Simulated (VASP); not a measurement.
# A vacancy on the Ti site in a supercell of TiAl3, part 4 of 4

Wanted: what a vacancy on the Ti site costs in TiAl3 and how the lattice relaxes round it. The start is a computed cell from the Materials Project.

VASP 6.6.1, plane waves and PAW; the level of theory is named at each step.

So far. Step 5 (Reference Al): The run ended after 2 ionic steps, 0.004 eV below its first step, once forces and stress met EDIFFG = -0.02. Step 5 (Reference Al): Energy at zero smearing: -7.74902 eV.

## (6) The defect cell

This step: SCAN; plane waves and PAW (Ti, Al) (VASP 6.6.1).

System of this step: Ti7Al24. The cell holds 31 atoms: 7 Ti and 24 Al. Cell: a = 10.109 Å, b = 10.109 Å, c = 10.109 Å, α = 135.7°, β = 135.7°, γ = 64.5°. It derives from TiAl3. Nearest the centre at fractional (0.000, 0.000, 0.000): Al31 at 2.70 Å, Al25 at 2.70 Å, Al26 at 2.70 Å, Al28 at 2.70 Å, Al15 at 2.86 Å, Al20 at 2.86 Å, Al16 at 2.86 Å, Al10 at 2.86 Å.

The host is treated as a metal, since its gap is under 0.3 eV or closed. The run keeps 16 symmetry operations, which cuts the number of k-points but bars distortions that break them. The atoms relax at the host's fixed cell.

Contents of INCAR:

```
SYSTEM = Ti7Al24
PREC = Normal
ENCUT = 300
EDIFF = 1E-05
NELM = 120
ISMEAR = 1
SIGMA = 0.2
LREAL = Auto
ALGO = Normal
METAGGA = SCAN
LASPH = .TRUE.
NBANDS = 72
LORBIT = 11
LWAVE = .FALSE.
LCHARG = .TRUE.
KPAR = 4
IBRION = 2
NSW = 50
ISIF = 2
EDIFFG = -0.03
POTIM = 0.4
MAXMIX = 40
ISYM = 2
```

Contents of POSCAR:

```
Ti7Al24
1.0
   -3.8137561368      3.8137561368      8.5503274188
    3.8137561368     -3.8137561368      8.5503274188
    3.8137561368      3.8137561368     -8.5503274188
Ti Al
7 24
Direct
    0.0000000000      0.0000000000      0.5000000000
    0.0000000000      0.5000000000      0.0000000000
    0.0000000000      0.5000000000      0.5000000000
    0.5000000000      0.0000000000      0.0000000000
    0.5000000000      0.0000000000      0.5000000000
    0.5000000000      0.5000000000      0.0000000000
    0.5000000000      0.5000000000      0.5000000000
    0.1250000000      0.3750000000      0.2500000000
    0.1250000000      0.3750000000      0.7500000000
    0.1250000000      0.8750000000      0.2500000000
    0.1250000000      0.8750000000      0.7500000000
    0.6250000000      0.3750000000      0.2500000000
    0.6250000000      0.3750000000      0.7500000000
    0.6250000000      0.8750000000      0.2500000000
    0.6250000000      0.8750000000      0.7500000000
    0.3750000000      0.1250000000      0.2500000000
    0.3750000000      0.1250000000      0.7500000000
    0.3750000000      0.6250000000      0.2500000000
    0.3750000000      0.6250000000      0.7500000000
    0.8750000000      0.1250000000      0.2500000000
    0.8750000000      0.1250000000      0.7500000000
    0.8750000000      0.6250000000      0.2500000000
    0.8750000000      0.6250000000      0.7500000000
    0.2500000000      0.2500000000      0.0000000000
    0.2500000000      0.2500000000      0.5000000000
    0.2500000000      0.7500000000      0.0000000000
    0.2500000000      0.7500000000      0.5000000000
    0.7500000000      0.2500000000      0.0000000000
    0.7500000000      0.2500000000      0.5000000000
    0.7500000000      0.7500000000      0.0000000000
    0.7500000000      0.7500000000      0.5000000000
```

Contents of KPOINTS:

```
Automatic mesh
0
Gamma
4 4 4
0 0 0
```

The projector-augmented-wave data sets are Ti and Al (PBE family, release 64).

Started as:

```
mpirun -np 4 vasp_std
```

Log:

```text
[banner, memory and clock lines left out]
running    4 mpi-ranks, on    1 nodes
 distrk:  each k-point on    1 cores,    4 groups
 distr:  one band on    1 cores,    1 groups

 POSCAR found type information on POSCAR TiAl
 POSCAR found :  2 types and      31 ions
 [... a notice as in an earlier step ...]

 LDA part: xc-table for (None), standard interpolation
 POSCAR, INCAR and KPOINTS ok, starting setup
 FFT: planning ... GRIDC
 FFT: planning ... GRID_SOFT
 FFT: planning ... GRID
 WAVECAR not read
 entering main loop
       N       E                     dE             d eps       ncg     rms          rms(c)
DAV:   1     0.156637796058E+03    0.15664E+03   -0.23890E+04  1872   0.771E+02
DAV:   2    -0.274246471456E+03   -0.43088E+03   -0.40976E+03  1872   0.203E+02
DAV:   3    -0.322991162928E+03   -0.48745E+02   -0.45894E+02  2536   0.594E+01
DAV:   4    -0.324943369390E+03   -0.19522E+01   -0.19265E+01  2432   0.123E+01
DAV:   5    -0.324989490542E+03   -0.46121E-01   -0.45993E-01  2512   0.216E+00    0.401E+01
DAV:   6    -0.312800655423E+03    0.12189E+02   -0.14580E+02  2576   0.371E+01    0.161E+01
DAV:   7    -0.309305947837E+03    0.34947E+01   -0.63388E+01  2504   0.279E+01    0.134E+01
DAV:   8    -0.308146072732E+03    0.11599E+01   -0.62936E+00  2472   0.988E+00    0.288E+00
DAV:   9    -0.308177949808E+03   -0.31877E-01   -0.12570E+00  2568   0.455E+00    0.243E+00
DAV:  10    -0.308128515816E+03    0.49434E-01   -0.31931E-01  2536   0.247E+00    0.128E+00
DAV:  11    -0.308144493300E+03   -0.15977E-01   -0.17041E-01  2568   0.150E+00    0.866E-01
DAV:  12    -0.308140529955E+03    0.39633E-02   -0.39274E-02  2496   0.874E-01    0.619E-01
DAV:  13    -0.308133373849E+03    0.71561E-02   -0.29844E-02  2568   0.639E-01    0.150E-01
DAV:  14    -0.308133374818E+03   -0.96912E-06   -0.46581E-03  2472   0.269E-01    0.465E-02
DAV:  15    -0.308133453822E+03   -0.79004E-04   -0.36227E-04  2448   0.796E-02    0.366E-02
DAV:  16    -0.308133443396E+03    0.10426E-04   -0.44751E-05  2168   0.253E-02    0.232E-02
DAV:  17    -0.308133431068E+03    0.12328E-04   -0.18924E-05  1400   0.170E-02    0.874E-03
DAV:  18    -0.308133429832E+03    0.12360E-05   -0.10815E-05  1328   0.964E-03
   1 F= -.30813343E+03 E0= -.30815026E+03  d E =-.308133E+03
 curvature:   0.00 expect dE= 0.000E+00 dE for cont linesearch  0.000E+00
 trial: gam= 0.00000 g(F)=  0.102E+00 g(S)=  0.000E+00 ort = 0.000E+00 (trialstep = 0.100E+01)
 search vector abs. value=  0.102E+00
 bond charge predicted
       N       E                     dE             d eps       ncg     rms          rms(c)
DAV:   1    -0.308224026646E+03   -0.90596E-01   -0.56719E-01  1984   0.239E+00    0.475E-01
DAV:   2    -0.308220972807E+03    0.30538E-02   -0.57933E-02  2312   0.113E+00    0.294E-01
DAV:   3    -0.308220241143E+03    0.73166E-03   -0.11461E-02  2248   0.424E-01    0.328E-01
DAV:   4    -0.308220006418E+03    0.23472E-03   -0.25411E-03  2256   0.204E-01    0.153E-01
DAV:   5    -0.308219808749E+03    0.19767E-03   -0.10686E-03  2472   0.127E-01    0.686E-02
DAV:   6    -0.308219835665E+03   -0.26917E-04   -0.17043E-04  2520   0.547E-02    0.339E-02
DAV:   7    -0.308219845472E+03   -0.98065E-05   -0.28053E-05  1792   0.232E-02
   2 F= -.30821985E+03 E0= -.30823666E+03  d E =-.864156E-01
[... from here on, the cycles between the ionic steps are left out ...]
   3 F= -.30830199E+03 E0= -.30831778E+03  d E =-.168558E+00
   4 F= -.30833102E+03 E0= -.30834680E+03  d E =-.290318E-01
   5 F= -.30834916E+03 E0= -.30836482E+03  d E =-.471764E-01
   6 F= -.30835555E+03 E0= -.30837060E+03  d E =-.638352E-02
   7 F= -.30835674E+03 E0= -.30837131E+03  d E =-.757201E-02
   8 F= -.30835674E+03 E0= -.30837136E+03  d E =-.758079E-02
   9 F= -.30835674E+03 E0= -.30837138E+03  d E =-.758037E-02
 curvature:  -3.07 expect dE=-0.387E-03 dE for cont linesearch -0.197E-05
 ZBRENT: accuracy reached
 trial: gam= 0.00099 g(F)=  0.126E-03 g(S)=  0.000E+00 ort = 0.655E-04 (trialstep = 0.215E+01)
 search vector abs. value=  0.126E-03
 bond charge predicted
       N       E                     dE             d eps       ncg     rms          rms(c)
DAV:   1    -0.308356969470E+03   -0.22320E-03   -0.28717E-03  1888   0.171E-01    0.494E-02
DAV:   2    -0.308356964986E+03    0.44833E-05   -0.25464E-04  2344   0.732E-02    0.570E-02
DAV:   3    -0.308356959358E+03    0.56282E-05   -0.19667E-05  1512   0.192E-02
  10 F= -.30835696E+03 E0= -.30837156E+03  d E =-.215042E-03
 trial-energy change:   -0.000215  1 .order   -0.000220   -0.000272   -0.000168
 step:   5.6673(harm=  5.6673)  dis= 0.00689  next Energy=  -308.357102 (dE=-0.357E-03)
 reached required accuracy - stopping structural energy minimisation
```

It took 24 min on 4 MPI ranks of Intel Xeon Platinum 8259CL at 2.50GHz (Skylake/Cascade Lake), shared host; peak memory 1.9 GiB; 84 min of CPU time.

From OUTCAR (step 6):

```text
   k-points           NKPTS =     13   k-points in BZ     NKDIM =     13   number of bands    NBANDS=     72

   NELECT =     100.0000    total number of electrons

 E-fermi :   6.7136

 k-point     1 :       0.0000    0.0000    0.0000
  band No.  band energies     occupation
    ...
     45       6.4334      2.06348
     46       6.5238      2.03793
     47       6.5839      1.88088
     48       6.5839      1.88087
     49       6.6223      1.69041
     50       7.2217     -0.00193
     51       7.3980     -0.00001
     52       7.3980     -0.00001
     53       7.4159     -0.00001
     54       7.4628     -0.00000
    ...

  Total        0.1756723      0.1756723     -3.7205547      0.0000000     -0.0000000      0.0000000
  in kB        0.5658031      0.5658031    -11.9831141      0.0000000     -0.0000000      0.0000000
  external PRESSURE =      -3.6171693 kB  Pullay stress =       0.0000000 kB

 POSITION                                       TOTAL-FORCE (eV/Angst)
 -----------------------------------------------------------------------------------
      1.90688      1.90688     -4.27516         0.000000     -0.000000     -0.000000
      1.90688     -1.90688      4.27516         0.000000     -0.000000     -0.000000
      3.81376      0.00000      0.00000         0.000000     -0.000000     -0.000000
     -1.90688      1.90688      4.27516         0.000000      0.000000     -0.000000
      0.00000      3.81376      0.00000         0.000000      0.000000     -0.000000
      0.00000      0.00000      8.55033         0.000000      0.000000     -0.000000
      1.90688      1.90688      4.27516         0.000000     -0.000000     -0.000000
      1.96421      0.00000      2.16353        -0.003501      0.000000      0.004179
      3.81376      1.92344     -2.12236         0.000000     -0.001916      0.000595
      3.81376     -1.84955      6.38680         0.000000     -0.003501     -0.004179
      5.66330     -0.00000      2.16353         0.003501     -0.000000      0.004179
     -0.00000      1.89032      6.42797         0.000000      0.001916      0.000595
      1.92344      3.81376      2.12236        -0.001916      0.000000     -0.000595
      1.89032     -0.00000     10.67269         0.001916      0.000000     -0.000595
      3.81376      1.84955      6.38680         0.000000      0.003501     -0.004179
      0.00000      1.96421      2.16353         0.000000     -0.003501      0.004179
      1.92344      3.81376     -2.12236        -0.001916     -0.000000      0.000595
      1.89032     -0.00000      6.42797         0.001916      0.000000      0.000595
      3.81376      1.92344      2.12236         0.000000     -0.001916     -0.000595
     -1.84955      3.81376      6.38680        -0.003501      0.000000     -0.004179
     -0.00000      5.66330      2.16353        -0.000000      0.003501      0.004179
     -0.00000      1.89032     10.67269         0.000000      0.001916     -0.000595
      1.84955      3.81376      6.38680         0.003501     -0.000000     -0.004179
      0.00000      0.00000      4.23273         0.000000      0.000000      0.020127
[...]
-----------------------------------------------------------------------------------
    total drift:                                0.000000     -0.000000     -0.000000

  FREE ENERGIE OF THE ION-ELECTRON SYSTEM (eV)
  ---------------------------------------------------
  free  energy   TOTEN  =      -308.3569593581 eV

  energy  without entropy=     -308.4007472442  energy(sigma->0) =     -308.37155532

[... 7 parts as in an earlier step ...]

[... 10 further parts left out ...]
```

Step by step:

```
step  energy less that of the first step (eV)  largest force (eV/Å)
   1                                   0.0000                0.5650
   2                                  -0.0864                0.4358
   3                                  -0.1686                0.1914
   4                                  -0.1976                0.1239
   5                                  -0.2157                0.0951
   6                                  -0.2221                0.0422
   7                                  -0.2233                0.0327
   8                                  -0.2233                0.0339
   9                                  -0.2233                0.0316
  10                                  -0.2235                0.0201
```

The atoms that moved most (Å):

```
atom      dx      dy      dz  length
Al26   0.087  -0.087   0.000   0.124
Al28  -0.087   0.087   0.000   0.124
Al25  -0.087  -0.087   0.000   0.124
Al31   0.087   0.087   0.000   0.124
Al11  -0.057   0.000   0.026   0.063
Al21   0.000  -0.057   0.026   0.063
Al23  -0.057   0.000  -0.026   0.063
Al15   0.000  -0.057  -0.026   0.063
```

Final coordinates:

```
Ti Al
1.0
    -3.81376    3.81376    8.55033
     3.81376   -3.81376    8.55033
     3.81376    3.81376   -8.55033
Ti Al
7 24
Direct
  0.00000 0.00000 0.50000
  0.00000 0.50000 0.00000
  0.00000 0.50000 0.50000
  0.50000 0.00000 0.00000
  0.50000 0.00000 0.50000
  0.50000 0.50000 0.00000
  0.50000 0.50000 0.50000
  0.12652 0.38403 0.25752
  0.12806 0.37589 0.75217
  0.13100 0.87348 0.25752
  0.12652 0.86900 0.74248
  0.62372 0.37589 0.24783
  0.62411 0.37628 0.75217
  0.62411 0.87194 0.24783
  0.61597 0.87348 0.74248
  0.38403 0.12652 0.25752
  0.37589 0.12806 0.75217
  0.37589 0.62372 0.24783
  0.37628 0.62411 0.75217
  0.87348 0.13100 0.25752
  0.86900 0.12652 0.74248
  0.87194 0.62411 0.24783
  0.87348 0.61597 0.74248
  0.24752 0.24752 0.00000
  0.23854 0.23854 0.47708
  0.23854 0.76146 0.00000
  0.25000 0.75000 0.50000
  0.76146 0.23854 0.00000
  0.75000 0.25000 0.50000
  0.75248 0.75248 0.00000
  0.76146 0.76146 0.52292
```

Numbers from this step:

| Property | Result |
| --- | --- |
| electronic cycles | 59 |
| electrons | 100 |
| free energy (TOTEN) | -308.3570 eV |
| energy at zero smearing | -308.3716 eV |
| Fermi energy | 6.714 eV |

Valence density in the ab plane at fractional z = 0.000, through the centre, with atoms of Ti and Al within 0.45 Å of it. It is the smooth field of the valence electrons, not physical close to the nuclei.

Values in units of 1e-1 e/Å³, 13 rows by 16 columns, each cell a mean:
```
0.3 0.4 0.9 1.6 2.0 1.9 1.8 4.1 7.2 3.8 1.9 2.1 1.9 1.3 0.7 0.4
0.7 0.8 1.3 1.7 1.7 1.5 1.5 1.9 2.1 2.2 2.2 2.2 1.8 1.3 1.0 0.8
1.6 1.5 1.6 0.8 1.2 1.6 1.6 2.1 2.2 2.0 2.2 1.3 1.1 1.6 1.6 1.7
2.2 1.8 1.7 1.2 1.0 2.0 1.9 2.2 2.3 1.8 1.7 1.3 0.8 1.9 2.1 2.2
1.9 1.6 1.4 1.6 1.9 2.1 1.9 2.0 2.0 1.7 1.3 1.6 2.0 2.3 2.2 2.0
3.8 1.9 1.7 1.9 2.0 1.9 2.4 5.1 3.8 1.8 1.8 1.9 2.1 2.0 2.6 5.3
9.4 3.5 2.0 2.3 2.4 2.1 2.3 6.8 9.2 3.5 2.0 2.3 2.3 2.1 2.3 6.9
3.6 3.0 2.0 2.0 1.8 1.6 1.7 2.2 3.7 2.7 1.9 1.9 1.8 1.6 1.7 2.2
2.0 2.0 2.3 2.0 1.7 1.4 1.5 2.0 2.1 1.9 2.1 2.0 1.7 1.5 1.5 1.9
2.2 2.0 2.0 0.9 0.7 1.8 1.8 2.2 2.3 1.9 1.9 1.2 0.6 1.6 1.7 2.0
1.4 1.4 1.5 1.5 1.5 2.2 2.1 2.1 2.1 1.7 1.5 1.6 1.1 1.4 1.5 1.3
0.6 0.8 1.2 1.6 2.1 2.2 2.3 2.7 2.2 1.7 1.5 1.7 1.7 1.3 0.8 0.6
0.3 0.5 1.0 1.8 2.2 2.0 2.5 7.6 7.5 2.4 1.9 2.2 1.9 1.1 0.5 0.3
```
Columns run along a (10.1 Å), rows up along b (10.1 Å). Atoms in or near the plane, at fractional coordinates: Ti at (0.00, 0.50), Ti at (0.50, 0.00), Ti at (0.50, 0.50), Al at (0.25, 0.25), Al at (0.24, 0.76), Al at (0.76, 0.24), Al at (0.75, 0.75).

The run ended after 10 ionic steps, 0.224 eV below its first step, once the forces on the free atoms met EDIFFG = -0.03.

The 12 first neighbours (Al) lie 2.81 Å from the site on average (2.70 to 2.86) in the perfect crystal and 2.81 Å on average after the relaxation (-0.1 %, spread from 2.57 to 2.92 Å).

## (7) Formation energies

This step: point defect, SCAN; plane waves and PAW (VASP 6.6.1).

Derived from the runs above.

This step gave:

```yaml
formation_energy_of_the_neutral_defect: 2.467 eV
host_formation_enthalpy: -0.4122 eV/atom
```

Formation energy:

```
formation energy (eV)  largest move (Å)
                2.467            0.1236
```

E_f is E(defect cell) less E(perfect cell), corrected for the atoms exchanged with their references.

References, in eV an atom: Ti -15.953 (crystal P6_3/mmc) and Al -7.749 (crystal Fm-3m). They were run at the supercell's cutoff and functional, without U, and count both elements from their own phases.

## (8) Results

| Item | Value |
| --- | --- |
| formation energy at charge 0 | 2.467 eV |
| host formation enthalpy | -0.412 eV/atom |

In words: A vacancy on the Ti site costs 2.47 eV, with every exchanged atom at the energy of its element. The 12 first neighbours (Al) lie 2.81 Å from the site on average (2.70 to 2.86) in the perfect crystal and 2.81 Å on average after the relaxation (-0.1 %, spread from 2.57 to 2.92 Å). With metallic smearing the value can move by tenths of an eV with the k mesh. The supercell of 32 atoms is small, so interactions between images remain.

[Lines on the potential files, build, host, timing and source positions are cut from VASP's logs without a mark.]

[Logs are printed without paths, hosts, clocks, repeated set-up lines and the standing remarks that a program may print on its own settings, such as how far it seeks lower states.]

[Hosts, paths, dates, database ids (printed as entryN), source tags and the programs' standing remarks are cut or masked in the printed files.]

[In band tables of VASP the shares of atoms and orbitals are scaled to a sum of 1 inside the atoms' spheres.]

[Runs that stopped without an error message from VASP are left out.]
